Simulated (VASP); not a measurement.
These are PBE GGA, VASP's PBE PAW potentials (set 64) (plane waves; VASP) values and carry that method's errors.

Input for VASP

### POSCAR
```
CsCl
1
    4.2090081579     0.0000000000     0.0000000000
    0.0000000000     4.2090081579     0.0000000000
    0.0000000000     0.0000000000     4.2090081579
Cs Cl
1 1
Direct
  0.0000000000   0.0000000000   0.0000000000
  0.5000000000   0.5000000000   0.5000000000
```

KPOINTS:
```
Regular mesh
0
Gamma
 6 6 6
0 0 0
```

### INCAR
```
ALGO=Normal
EDIFF=1E-6
EDIFFG=-0.02
ENCUT=500
GGA=PE
IBRION=2
ISIF=3
ISMEAR=0
LASPH=.True.
LCHARG=.False.
LMAXMIX=4
LREAL=.False.
LWAVE=.False.
NELM=100
NSW=40
PREC=Accurate
PSTRESS=50
SIGMA=0.05
SYSTEM=CsCl
```

POTCAR, in this order: Cs_sv Cl (PBE.64 set). Program: vasp_std.

Energy and stress use the plane-wave basis of the starting cell. Unless said otherwise, spin-orbit coupling is left out, though it shifts the bands of the heavy elements here.

Problem. Estimate the energy per atom (σ→0), volume per atom, band gap (on the k-mesh).

Solution. 
```
Item                               Value
------------------------  --------------
energy per atom (σ→0)     -3.186 eV/atom
band gap (on the k-mesh)         5.20 eV
volume per atom            30.44 Å³/atom
```

### OSZICAR
```
...
DAV:   1    -0.644910551459E+01   -0.29235E-01   -0.15341E+00   480   0.870E+00    0.153E+00
DAV:   2    -0.638465627930E+01    0.64449E-01   -0.10480E-01   496   0.204E+00    0.526E-01
DAV:   3    -0.637172285591E+01    0.12933E-01   -0.35417E-02   488   0.119E+00    0.291E-01
DAV:   4    -0.637112185773E+01    0.60100E-03   -0.23010E-03   508   0.333E-01    0.717E-02
DAV:   5    -0.637112622843E+01   -0.43707E-05   -0.18161E-04   540   0.981E-02    0.399E-02
DAV:   6    -0.637113252178E+01   -0.62934E-05   -0.12276E-05   508   0.271E-02    0.112E-02
DAV:   7    -0.637113291768E+01   -0.39590E-06   -0.15461E-06   420   0.876E-03
   3 F= -.44711416E+01 E0= -.44711416E+01  d E =-.256883E+00
```

The compound is CsCl in the CsCl type structure. This run relaxes it under an external pressure of 5 GPa. Symmetry was kept, so distortions that lower it aren't found.
